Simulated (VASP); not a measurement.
ZnS (space group F-43m): computed properties

Calculation: SCAN meta-GGA, VASP's PBE PAW potentials (set 64) (plane waves; VASP).

```
Property                                                                                                          Result
---------------------------------------------  -------------------------------------------------------------------------
space group                                                                                                  F-43m (216)
cell                                           a = 5.366 Å, b = 5.366 Å, c = 5.366 Å, α = 90.00°, β = 90.00°, γ = 90.00°
volume per atom                                                                                            19.31 Å³/atom
band gap (over mesh and band path)                                                                               2.72 eV
smallest direct gap (over mesh and band path)                                                                    2.72 eV
band-edge character                                                                                       direct, Γ to Γ
density                                                                                                       4.19 g/cm³
```

```
CELL_PARAMETERS angstrom
      0.00000     2.68306     2.68306
      2.68306     0.00000     2.68306
      2.68306     2.68306     0.00000
ATOMIC_POSITIONS crystal
  Zn 0.00000 0.00000 0.00000
  S  0.25000 0.25000 0.25000
```

The structure comes from a measured ZnS entry (F-43m) of the Crystallography Open Database, whose conditions weren't checked. It was relaxed first. Symmetry was kept, so distortions that lower it aren't found.
